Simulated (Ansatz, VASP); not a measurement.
# PPt36 (P/Pt(100)) in two plane-wave programs

Wanted: the spread between two codes on one cell, functional and k mesh. Of the first pair: The structure shown is the start of the Ansatz relaxation below; VASP solves that cell, so the two are compared at the walk's first step.

Calculated with Ansatz 0.2.0; plane waves, with VASP 6.6.1 beside it; single point at PBE.

**1. Starting point**

The cell holds 37 atoms: 36 Pt and 1 P. Cell: a = 8.316 Å, b = 8.316 Å, c = 25.495 Å, α = 90.0°, β = 90.0°, γ = 90.0°. Vacuum lies along c.

**2. Ansatz: relaxation, PBE**

Ansatz runs on its default PAW (the set named soft_2) files.

The two programs are compared at the cell with which this relaxation starts, whose forces are those of its first step.

The input, input.yaml:

```yaml
crystal:
  lattice:
    - [8.3155757469, 0.0, 0.0]
    - [0.0, 8.3155757469, 0.0]
    - [0.0, 0.0, 25.495063319]
  atoms:
    - { symbol: Pt, position: [0.1666666667, 0.1666666667, 0.3530095175] }
    - { symbol: Pt, position: [0.0, 0.0, 0.4298871457] }
    - { symbol: Pt, position: [0.1666666667, 0.1666666667, 0.5085321066] }
    - { symbol: Pt, position: [0.0, 0.0, 0.5859367241] }
    - { symbol: Pt, position: [0.1666666667, 0.5, 0.3530095175] }
    - { symbol: Pt, position: [0.0, 0.3333333333, 0.4298871457] }
    - { symbol: Pt, position: [0.1666666667, 0.5, 0.5085321066] }
    - { symbol: Pt, position: [0.0, 0.3333333333, 0.5859367241] }
    - { symbol: Pt, position: [0.1666666667, 0.8333333333, 0.3530095175] }
    - { symbol: Pt, position: [0.0, 0.6666666667, 0.4298871457] }
    - { symbol: Pt, position: [0.1666666667, 0.8333333333, 0.5085321066] }
    - { symbol: Pt, position: [0.0, 0.6666666667, 0.5859367241] }
    - { symbol: Pt, position: [0.5, 0.1666666667, 0.3530095175] }
    - { symbol: Pt, position: [0.3333333333, 0.0, 0.4298871457] }
    - { symbol: Pt, position: [0.5, 0.1666666667, 0.5085321066] }
    - { symbol: Pt, position: [0.3333333333, 0.0, 0.5859367241] }
    - { symbol: Pt, position: [0.5, 0.5, 0.3530095175] }
    - { symbol: Pt, position: [0.3333333333, 0.3333333333, 0.4298871457] }
    - { symbol: Pt, position: [0.5, 0.5, 0.5085321066] }
    - { symbol: Pt, position: [0.3333333333, 0.3333333333, 0.5859367241] }
    - { symbol: Pt, position: [0.5, 0.8333333333, 0.3530095175] }
    - { symbol: Pt, position: [0.3333333333, 0.6666666667, 0.4298871457] }
    - { symbol: Pt, position: [0.5, 0.8333333333, 0.5085321066] }
    - { symbol: Pt, position: [0.3333333333, 0.6666666667, 0.5859367241] }
    - { symbol: Pt, position: [0.8333333333, 0.1666666667, 0.3530095175] }
    - { symbol: Pt, position: [0.6666666667, 0.0, 0.4298871457] }
    - { symbol: Pt, position: [0.8333333333, 0.1666666667, 0.5085321066] }
    - { symbol: Pt, position: [0.6666666667, 0.0, 0.5859367241] }
    - { symbol: Pt, position: [0.8333333333, 0.5, 0.3530095175] }
    - { symbol: Pt, position: [0.6666666667, 0.3333333333, 0.4298871457] }
    - { symbol: Pt, position: [0.8333333333, 0.5, 0.5085321066] }
    - { symbol: Pt, position: [0.6666666667, 0.3333333333, 0.5859367241] }
    - { symbol: Pt, position: [0.8333333333, 0.8333333333, 0.3530095175] }
    - { symbol: Pt, position: [0.6666666667, 0.6666666667, 0.4298871457] }
    - { symbol: Pt, position: [0.8333333333, 0.8333333333, 0.5085321066] }
    - { symbol: Pt, position: [0.6666666667, 0.6666666667, 0.5859367241] }
    - { symbol: P, position: [0.1666666667, 0.1666666667, 0.6469904825] }
kpoints:
  mp_grid: { grid: [4, 4, 1] }
hamiltonian:
  xc: pbe
scf:
  occupations: { method: fermi_dirac, width: 0.1 }
  convergence: { dr2_threshold: 1.0e-08 }
efield:
  axis: 3
  dipole_correction: true
  ramp_position: 0.97
  ramp_width: 0.06
relax:
  f_tol: 0.02
  max_steps: 60
  constraints:
    - { sites: [0, 1, 4, 5, 8, 9, 12, 13, 16, 17, 20, 21, 24, 25, 28, 29, 32, 33] }
output:
  write_potential: true
  write_density: true
  volumetric_format: npy
```

Started as:

```
> ansatz run input.yaml --threads 4 --pin off --max-ram 16384MiB --backend cpu --events-out ev --progress --plain --runs-dir out
```

Numbers of over 12 decimals in the logs are rounded to 6 here.

Output:

```text
Engine: ansatz 0.2.0, aarch64-unknown-linux-gnu
Pseudopotentials: kind: paw
Pseudopotential: Pt, paw, valence charge 18, recommended cutoff 420 eV (normal), Pt.paw.azcp
Pseudopotential: P, paw, valence charge 5, recommended cutoff 420 eV (normal), P.paw.azcp
Functional definition: PBE
  parameter kappa = 0.804
  parameter beta = 0.066725
  exchange = pbe_x(kappa = kappa, mu = beta*pi^2/3)
  correlation = pbe_c(beta = beta)
Crystal: 37 atoms, lattice volume = 1762.953 Å³
Basis set: ecut = 420 eV, 34373 PW (Γ), exchange–correlation on 120×120×360 points (8 copies of the dense FFT grid, shifted against one another)
Bands: 392, of which v1, the nominal top of the filled ones, is band 327 counted from 1 (326 counted from 0)
Symmetry: 8 space group operations
Space group: P4mm (ITA 99), of the structure as read, at distance tolerance 1.2e-4 Å
k-points: 6 of 16
Non-local potential: Pt, projectors of the file, l = 0: 3, l = 1: 2, l = 2: 2, l = 3: 1
Non-local potential: P, projectors of the file, l = 0: 2, l = 1: 2, l = 2: 2
PAW form: soft (Blöchl's): semilocal exchange-correlation on the pseudo side does not see the compensation charge
PAW one-centre angular grid: Pt, 590 points (default); XC on 64 Gauss nodes
PAW one-centre angular grid: P, 110 points (default); XC on 64 Gauss nodes
Initial density: superposition of atomic densities (neutral atoms: chi_scale 0, normalization atom), corrected by the library's trained network
Initial wavefunctions: pseudopotential atomic-orbital guess
Functional: x = pbe(κ = 0.804, μ = 0.219515), c = pbe(β = 0.066725)
SCF iter   1: F=—  HF=-451572.212609 eV  |F-HF|=—  |Δ(HF+E_count)|=         —  Δρ=7.11e-3  dr2=6.18e0  ethr=1.77e-3  p=0.018 e·Å  D=1.88e-3 V/Å  ΔV_dip=-0.05 eV  dr2_dipole=3.45e-1  V_vac-E_F(+/−)=5.14/5.19 eV  ⟨swp⟩=8.2  Hψ=10006  notcnv=0  defer=128
efield: sawtooth ramp at fractional position 0.9700 (set: `efield.ramp_position`, or a place that a band, a saddle search or an elastic batch's reference lends), width 0.0600; the density the first Hamiltonian is built on has a dipole p = 0.018 e·Å; the dipole correction subtracts the counter field D = 1.88e-3 V/Å, which shifts the + side's vacuum level by -0.05 eV against the − side's; the planar-averaged density in the ramp window peaks in size at 5.9e-6 e/Å³
preconditioner: auto → LDOS  [metal: Δε(μ)=0.005 eV  Ē_g=6.984 eV  σ=0.100 eV  W_gap=0.01  n_scr=358 (ndim 8)  ℏωp=16.9 eV  f_vac=0.619  D(μ)=62.72/eV (n_scr^D=496)  β→1.0]
SCF iter   2: F=—  HF=-451572.051475 eV  |F-HF|=—  |Δ(HF+E_count)|=   1.61e-1  Δρ=4.83e-3  dr2=7.09e-1  ethr=9.47e-4  p=0.063 e·Å  D=6.48e-3 V/Å  ΔV_dip=-0.17 eV  dr2_dipole=1.11e-2  V_vac-E_F(+/−)=5.52/5.69 eV  ⟨swp⟩=2.2  Hψ=2982  notcnv=0  defer=202
SCF iter   3: F=—  HF=-451571.988023 eV  |F-HF|=—  |Δ(HF+E_count)|=   6.35e-2  Δρ=1.74e-3  dr2=5.29e-1  ethr=1.09e-4  p=0.054 e·Å  D=5.53e-3 V/Å  ΔV_dip=-0.14 eV  dr2_dipole=3.41e-3  V_vac-E_F(+/−)=5.43/5.57 eV  ⟨swp⟩=2.2  Hψ=3429  notcnv=0  defer=202
SCF iter   4: F=—  HF=-451571.959001 eV  |F-HF|=—  |Δ(HF+E_count)|=   2.90e-2  Δρ=7.66e-4  dr2=3.06e-2  ethr=8.10e-5  p=0.068 e·Å  D=6.95e-3 V/Å  ΔV_dip=-0.18 eV  dr2_dipole=1.36e-3  V_vac-E_F(+/−)=5.50/5.67 eV  ⟨swp⟩=2.0  Hψ=2564  notcnv=0  defer=202
SCF iter   5: F=—  HF=-451571.960483 eV  |F-HF|=—  |Δ(HF+E_count)|=   1.48e-3  Δρ=2.97e-4  dr2=4.49e-3  ethr=4.68e-6  p=0.069 e·Å  D=7.07e-3 V/Å  ΔV_dip=-0.18 eV  dr2_dipole=4.65e-4  V_vac-E_F(+/−)=5.48/5.66 eV  ⟨swp⟩=2.0  Hψ=3220  notcnv=0  defer=202
SCF iter   6: F=—  HF=-451571.960523 eV  |F-HF|=—  |Δ(HF+E_count)|=   4.03e-5  Δρ=8.73e-5  dr2=7.08e-4  ethr=6.88e-7  p=0.069 e·Å  D=7.07e-3 V/Å  ΔV_dip=-0.18 eV  dr2_dipole=6.94e-5  V_vac-E_F(+/−)=5.48/5.66 eV  ⟨swp⟩=2.0  Hψ=3115  notcnv=0  defer=202
SCF iter   7: F=—  HF=-451571.960522 eV  |F-HF|=—  |Δ(HF+E_count)|=   1.70e-6  Δρ=4.22e-5  dr2=7.80e-5  ethr=1.08e-7  p=0.068 e·Å  D=7.03e-3 V/Å  ΔV_dip=-0.18 eV  dr2_dipole=7.94e-6  V_vac-E_F(+/−)=5.48/5.66 eV  ⟨swp⟩=2.0  Hψ=3279  notcnv=0  defer=202
SCF iter   8: F=—  HF=-451571.960646 eV  |F-HF|=—  |Δ(HF+E_count)|=   1.25e-4  Δρ=2.02e-5  dr2=1.57e-5  ethr=1.19e-8  p=0.068 e·Å  D=6.99e-3 V/Å  ΔV_dip=-0.18 eV  dr2_dipole=6.39e-10  V_vac-E_F(+/−)=5.48/5.66 eV  ⟨swp⟩=2.0  Hψ=3280  notcnv=0  defer=202
SCF iter   9: F=—  HF=-451571.959370 eV  |F-HF|=—  |Δ(HF+E_count)|=   1.28e-3  Δρ=1.11e-5  dr2=5.22e-6  ethr=2.41e-9  p=0.068 e·Å  D=6.99e-3 V/Å  ΔV_dip=-0.18 eV  dr2_dipole=2.06e-8  V_vac-E_F(+/−)=5.48/5.66 eV  ⟨swp⟩=2.0  Hψ=3467  notcnv=0  defer=196
SCF iter  10: F=—  HF=-451571.959372 eV  |F-HF|=—  |Δ(HF+E_count)|=   1.93e-6  Δρ=5.40e-6  dr2=1.11e-6  ethr=7.99e-10  p=0.068 e·Å  D=6.98e-3 V/Å  ΔV_dip=-0.18 eV  dr2_dipole=1.88e-8  V_vac-E_F(+/−)=5.48/5.66 eV  ⟨swp⟩=2.0  Hψ=3204  notcnv=0  defer=196
[...]
k-point 5: bands = [... 323 lower, 3.4475, 3.4628, 3.4796, 3.4796, 3.5653, 3.5721, 3.8531, 3.8531, ... 61 higher]
--- Relaxed structure (4 steps of the walk, 4 accepted, 0 SCFs on fresh bases) ---
  F+E_penalty+E_count = -451572.53094687 eV   max|allowed force component| = 1.544e-2 eV/Å
  atoms:
    - { symbol: Pt, position: [0.166667, 0.166667, 0.353010] }
    - { symbol: Pt, position: [1.6666659794015235e-11, 1.6666659794015235e-11, 0.4298871457] }
    - { symbol: Pt, position: [0.166667, 0.166667, 0.508318] }
    - { symbol: Pt, position: [-0.0051645, -0.0051645, 0.590750] }
    - { symbol: Pt, position: [0.166667, 0.500000, 0.353010] }
    - { symbol: Pt, position: [1.6666659794015235e-11, 0.333333, 0.4298871457] }
    - { symbol: Pt, position: [0.166667, 0.498762, 0.508962] }
    - { symbol: Pt, position: [-0.0051645, 0.338498, 0.590750] }
    - { symbol: Pt, position: [0.166667, 0.833333, 0.353010] }
    - { symbol: Pt, position: [1.6666659794015235e-11, 0.666667, 0.4298871457] }
    - { symbol: Pt, position: [0.166667, 0.834572, 0.508962] }
    - { symbol: Pt, position: [-0.000452902, 0.666667, 0.586020] }
    - { symbol: Pt, position: [0.500000, 0.166667, 0.353010] }
    - { symbol: Pt, position: [0.333333, 1.6666659794015235e-11, 0.4298871457] }
    - { symbol: Pt, position: [0.498762, 0.166667, 0.508962] }
    - { symbol: Pt, position: [0.338498, -0.0051645, 0.590750] }
    - { symbol: Pt, position: [0.500000, 0.500000, 0.353010] }
    - { symbol: Pt, position: [0.333333, 0.333333, 0.4298871457] }
    - { symbol: Pt, position: [0.499374, 0.499374, 0.508614] }
    - { symbol: Pt, position: [0.338498, 0.338498, 0.590750] }
    - { symbol: Pt, position: [0.500000, 0.833333, 0.353010] }
    - { symbol: Pt, position: [0.333333, 0.666667, 0.4298871457] }
    - { symbol: Pt, position: [0.499374, 0.833960, 0.508614] }
    - { symbol: Pt, position: [0.333786, 0.666667, 0.586020] }
[...]
- { symbol: Pt, position: [0.833333, 0.500000, 0.353010] }
    - { symbol: Pt, position: [0.666667, 0.333333, 0.4298871457] }
    - { symbol: Pt, position: [0.833960, 0.499374, 0.508614] }
    - { symbol: Pt, position: [0.666667, 0.333786, 0.586020] }
    - { symbol: Pt, position: [0.833333, 0.833333, 0.353010] }
    - { symbol: Pt, position: [0.666667, 0.666667, 0.4298871457] }
    - { symbol: Pt, position: [0.833960, 0.833960, 0.508614] }
    - { symbol: Pt, position: [0.666667, 0.666667, 0.586151] }
    - { symbol: P, position: [0.166667, 0.166667, 0.635376] }
```

In the SCF lines HF is the Harris–Foulkes energy and dr2 the Hartree energy of the density residual, in eV; the loop may stop once dr2 is under the threshold and the program's other checks hold. Hψ counts applications of the Hamiltonian.

**3. VASP: single point, PBE, start cell, pair 1**

The same cell, functional, mesh and smearing now go to VASP, with its own data sets.

Lines of VASP's logs that name or quote its potential files are left out, and so is its time.

The input, INCAR:

```
SYSTEM = PPt36
PREC = Accurate
ENCUT = 400
EDIFF = 1E-06
NELM = 120
ISMEAR = -1
SIGMA = 0.1
LREAL = Auto
ALGO = Normal
GGA = PE
NBANDS = 212
LASPH = .TRUE.
LORBIT = 11
LWAVE = .FALSE.
LCHARG = .FALSE.
ISIF = 2
LDIPOL = .TRUE.
IDIPOL = 3
DIPOL = 0.5 0.5 0.474
LVHAR = .TRUE.
GGA_COMPAT = .FALSE.
NELMDL = -8
KPAR = 4
```

The input, POSCAR:

```
PPt36
1.0
    8.3155757469      0.0000000000      0.0000000000
    0.0000000000      8.3155757469      0.0000000000
    0.0000000000      0.0000000000     25.4950633190
Pt P
36 1
Direct
    0.1666666317      0.1666666317      0.3530095175
    0.9999999399      0.9999999399      0.4298871457
    0.1666666317      0.1666666317      0.5085320965
    0.9999999399      0.9999999399      0.5859367287
    0.1666666317      0.5000000001      0.3530095175
    0.9999999399      0.3333333235      0.4298871457
    0.1666666317      0.5000000001      0.5085320965
    0.9999999399      0.3333333235      0.5859367287
    0.1666666317      0.8333332634      0.3530095175
    0.9999999399      0.6666666317      0.4298871457
    0.1666666317      0.8333332634      0.5085320965
    0.9999999399      0.6666666317      0.5859367287
    0.5000000001      0.1666666317      0.3530095175
    0.3333333235      0.9999999399      0.4298871457
    0.5000000001      0.1666666317      0.5085320965
    0.3333333235      0.9999999399      0.5859367287
    0.5000000001      0.5000000001      0.3530095175
    0.3333333235      0.3333333235      0.4298871457
    0.5000000001      0.5000000001      0.5085320965
    0.3333333235      0.3333333235      0.5859367287
    0.5000000001      0.8333332634      0.3530095175
    0.3333333235      0.6666666317      0.4298871457
    0.5000000001      0.8333332634      0.5085320965
    0.3333333235      0.6666666317      0.5859367287
    0.8333332634      0.1666666317      0.3530095175
    0.6666666317      0.9999999399      0.4298871457
    0.8333332634      0.1666666317      0.5085320965
    0.6666666317      0.9999999399      0.5859367287
    0.8333332634      0.5000000001      0.3530095175
    0.6666666317      0.3333333235      0.4298871457
    0.8333332634      0.5000000001      0.5085320965
    0.6666666317      0.3333333235      0.5859367287
    0.8333332634      0.8333332634      0.3530095175
    0.6666666317      0.6666666317      0.4298871457
    0.8333332634      0.8333332634      0.5085320965
    0.6666666317      0.6666666317      0.5859367287
    0.1666666317      0.1666666317      0.6469904700
```

The input, KPOINTS:

```
Automatic mesh
0
Gamma
4 4 1
0 0 0
```

PAW data sets: Pt and P (PBE family, release 64).

Started as:

```
> mpirun -np 4 vasp_std
```

Output:

```text
[banner, memory and clock lines left out]
running    4 mpi-ranks, on    1 nodes
[...]
LDA part: xc-table for (Slater+PW92), standard interpolation
 POSCAR, INCAR and KPOINTS ok, starting setup
[...]
entering main loop
       N       E                     dE             d eps       ncg     rms          rms(c)
DAV:   1     0.237039696898E+04    0.23704E+04   -0.13594E+05  2544   0.117E+03
DAV:   2    -0.122637672987E+02   -0.23827E+04   -0.22117E+04  3120   0.264E+02
DAV:   3    -0.213840872657E+03   -0.20158E+03   -0.18425E+03  3048   0.722E+01
DAV:   4    -0.226194088913E+03   -0.12353E+02   -0.11157E+02  3632   0.152E+01
[...]
DAV:  38    -0.212787227981E+03   -0.36687E-05   -0.12762E-07  1448   0.834E-04    0.182E-03
DAV:  39    -0.212787231519E+03   -0.35381E-05   -0.19631E-07  1508   0.844E-04    0.256E-03
DAV:  40    -0.212787232190E+03   -0.67097E-06   -0.47665E-08  1392   0.747E-04
   1 F= -.21278723E+03 E0= -.21177855E+03  d E =-.201736E+01
```

Parts of OUTCAR (step 3):

```text
  Total      -16.3772803    -16.3772803      0.6385879      0.0000000      0.0000000      0.0000000
  in kB      -14.8837245    -14.8837245      0.5803508      0.0000000      0.0000000      0.0000000
  external PRESSURE =      -9.7290327 kB  Pullay stress =       0.0000000 kB

 POSITION                                       TOTAL-FORCE (eV/Angst)
 -----------------------------------------------------------------------------------
      1.38593      1.38593      9.00000         0.000000      0.000000     -0.072080
      8.31558      8.31558     10.96000         0.006490      0.006490      0.086142
      1.38593      1.38593     12.96506         0.000000      0.000000     -0.704454
      8.31558      8.31558     14.93849         0.065317      0.065317      1.033436
      1.38593      4.15779      9.00000         0.000000      0.001192     -0.080006
      8.31558      2.77186     10.96000         0.006490     -0.006490      0.086142
      1.38593      4.15779     12.96506         0.000000      0.051500     -0.139778
      8.31558      2.77186     14.93849         0.065317     -0.065317      1.033436
      1.38593      6.92965      9.00000         0.000000     -0.001192     -0.080006
      8.31558      5.54372     10.96000        -0.061350      0.000000      0.077835
      1.38593      6.92965     12.96506         0.000000     -0.051500     -0.139778
      8.31558      5.54372     14.93849        -0.059214      0.000000     -0.041863
      4.15779      1.38593      9.00000         0.001192      0.000000     -0.080006
      2.77186      8.31558     10.96000        -0.006490      0.006490      0.086142
[...]
-----------------------------------------------------------------------------------
    total drift:                               -0.000001     -0.000001     -0.041451

  FREE ENERGIE OF THE ION-ELECTRON SYSTEM (eV)
  ---------------------------------------------------
  free  energy   TOTEN  =      -212.7872321900 eV

  energy  without entropy=     -210.7698697762  energy(sigma->0) =     -211.77855098

[... 3 further parts left out ...]
[key lines of the parts left out:]
E-fermi :  -0.3144
```

This run has no spin polarisation. Its electron count is odd, so without a moment it is a metal by construction.

**4. Comparison**

Known differences besides the potentials themselves: the data sets hold 653 valence electrons in Ansatz (on its default PAW (the set named soft_2) files) and 365 in VASP; the cutoff is 420 eV in Ansatz and 400 eV in VASP (PREC = Accurate, projectors in real space). Total energies have different zeros and are not compared.

Forces on 7 of the 37 atoms, those with the largest forces and the largest differences (eV/Å; atoms numbered as in POSCAR):

| atom | Ansatz x, y, z | VASP x, y, z |
| --- | --- | --- |
| Pt3 | 0.000, 0.000, -0.713 | 0.000, 0.000, -0.704 |
| Pt4 | 0.058, 0.058, 1.047 | 0.065, 0.065, 1.033 |
| Pt8 | 0.058, -0.058, 1.047 | 0.065, -0.065, 1.033 |
| Pt16 | -0.058, 0.058, 1.047 | -0.065, 0.065, 1.033 |
| Pt20 | -0.058, -0.058, 1.047 | -0.065, -0.065, 1.033 |
| Pt34 | 0.000, 0.000, -0.267 | 0.000, 0.000, -0.267 |
| P37 | 0.000, 0.000, -2.457 | 0.000, 0.000, -2.465 |

The forces differ by 5.3 meV/Å r.m.s., which is 1.7 % of the r.m.s. force of 0.318 eV/Å (both taken over all components). With vacuum in the cell, a pressure given here is an average over mostly empty space and none of the material.

**5. Ansatz: relaxation, PBE**

This run makes the geometry at which the two programs are then compared.

The structure compared here is the end of the Ansatz relaxation.

input.yaml is that of step 2.

Started as:

```
> ansatz run input.yaml --threads 4 --pin off --max-ram 16384MiB --backend cpu --events-out ev --progress --plain --runs-dir out
```

Output:

```text
[...]
Crystal: 37 atoms, lattice volume = 1762.953 Å³
Basis set: ecut = 420 eV, 34373 PW (Γ), exchange–correlation on 120×120×360 points (8 copies of the dense FFT grid, shifted against one another)
Bands: 392, of which v1, the nominal top of the filled ones, is band 327 counted from 1 (326 counted from 0)
Symmetry: 8 space group operations
[...]
k-points: 6 of 16
[...]
- { symbol: Pt, position: [0.166667, 0.500000, 0.353010] }
    - { symbol: Pt, position: [1.6666659794015235e-11, 0.333333, 0.4298871457] }
    - { symbol: Pt, position: [0.166667, 0.498762, 0.508962] }
    - { symbol: Pt, position: [-0.0051645, 0.338498, 0.590750] }
    - { symbol: Pt, position: [0.166667, 0.833333, 0.353010] }
[...]
- { symbol: Pt, position: [0.833333, 0.833333, 0.353010] }
    - { symbol: Pt, position: [0.666667, 0.666667, 0.4298871457] }
    - { symbol: Pt, position: [0.833960, 0.833960, 0.508614] }
    - { symbol: Pt, position: [0.666667, 0.666667, 0.586151] }
    - { symbol: P, position: [0.166667, 0.166667, 0.635376] }
```

(Part 1 of 2 ends here.)

[Lines on the potential files, build, host, timing and source positions are cut from VASP's logs without a mark.]

[Logs are printed without paths, hosts, clocks, repeated set-up lines and the standing remarks that a program may print on its own settings, such as how far it seeks lower states.]

[Hosts, paths, dates, database ids (printed as entryN), source tags and the programs' standing remarks are cut or masked in the printed files.]
